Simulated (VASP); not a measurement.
Data:

```xyz
12
Lattice="-3.2806 3.2806 2.9805 3.2806 -3.2806 2.9805 3.2806 3.2806 -2.9805" Properties=species:S:1:pos:R:3 pbc="T T T"
Hf     0.0000     0.0000     0.0000
Hf     0.0000     3.2806     1.4902
Si     3.2806     0.0000     1.4902
Si     0.0000     0.0000     2.9805
O      3.2806     2.0648    -1.0883
O      4.4965     0.0000     0.4019
O      0.0000     1.2158     1.8922
O      2.0648     0.0000     0.4019
O      3.2806     1.2158     2.5785
O      1.2158     0.0000     4.0688
O      3.2806    -1.2158     2.5785
O      2.0648     3.2806     1.0883
```

The numbers are results of PBEsol GGA, VASP's PBE PAW potentials (set 64) (plane waves; VASP), not measurements. Numerical set-up: 520 eV cut-off, 7×7×7 Γ-centred mesh, Gaussian smearing of 0.010 eV, potentials Hf_pv Si O.

Problem. Give the direction-averaged independent-particle dielectric function (no local fields, no excitons; a broadening of 0.1 eV leaves a tail below the gap, and fine structure carries the noise of the k-mesh).

Solution. 
| ħω (eV) | ε₁ | ε₂ |
|---|---|---|
| 0.00 | 4.06 | 0.00 |
| 0.30 | 4.07 | 0.00 |
| 0.70 | 4.08 | 0.01 |
| 1.00 | 4.10 | 0.01 |
| 1.40 | 4.13 | 0.01 |
| 1.70 | 4.17 | 0.01 |
| 2.10 | 4.22 | 0.02 |
| 2.40 | 4.28 | 0.02 |
| 2.80 | 4.37 | 0.03 |
| 3.10 | 4.45 | 0.03 |
| 3.50 | 4.59 | 0.04 |
| 3.80 | 4.71 | 0.05 |
| 4.20 | 4.93 | 0.06 |
| 4.50 | 5.13 | 0.08 |
| 4.90 | 5.52 | 0.12 |
| 5.20 | 5.94 | 0.18 |
| 5.60 | 7.01 | 0.49 |
| 5.90 | 8.02 | 2.26 |
| 6.30 | 6.11 | 3.28 |
| 6.60 | 5.74 | 3.44 |
| 7.00 | 6.18 | 3.37 |
| 7.30 | 5.65 | 4.34 |
| 7.70 | 5.21 | 4.90 |
| 8.00 | 4.62 | 5.20 |
| 8.40 | 3.54 | 6.32 |
| 8.70 | 1.98 | 5.17 |
| 9.10 | 2.24 | 4.59 |
| 9.40 | 2.14 | 4.69 |
| 9.80 | 1.43 | 4.70 |
| 10.10 | 1.19 | 4.20 |
| 10.50 | 1.05 | 3.66 |
| 10.80 | 1.06 | 3.47 |
| 11.20 | 1.09 | 3.29 |
| 11.50 | 1.12 | 3.11 |
| 11.90 | 1.16 | 3.16 |
| 12.20 | 1.12 | 3.31 |
| 12.60 | 0.58 | 3.07 |
| 12.90 | 0.64 | 2.96 |
| 13.30 | 0.55 | 2.71 |
| 13.70 | 0.54 | 2.60 |
ε₂ peaks at 8.4 eV (height 6.3); ε₁(0) averages 4.06, so the electronic refractive index below the gap tends to √4.06 = 2.02.

The structure comes from a computed database's HfSiO4 entry (I4_1/amd); how it stands against other phases isn't given here. It was relaxed first.
